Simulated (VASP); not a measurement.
Input:

```
ZrSe2
1.0
    1.88671    -3.26788     0.00000
    1.88671     3.26788     0.00000
    0.00000     0.00000     6.13392
Zr Se
1 2
Direct
  0.00000   0.00000   0.00000
  0.33333   0.66667   0.25898
  0.66667   0.33333   0.74102
```

Level of theory: rev-vdW-DF2, VASP's PBE PAW potentials (set 64) (plane waves; VASP 6.6.1). Numerical set-up: 520 eV cut-off, 8×8×4 Γ-centred mesh, tetrahedra with Blöchl corrections, potentials Zr_sv Se.

### Question
What does the run give for the energy per atom (σ→0)?

### Answer

```
Quantity                            Value
---------------------  ------------------
energy per atom (σ→0)  -468.8 kJ/mol-atom
```

The absolute energy has meaning only against runs of the same code, potentials and settings.

The compound is ZrSe2 in the 1T layered structure. It was relaxed first.
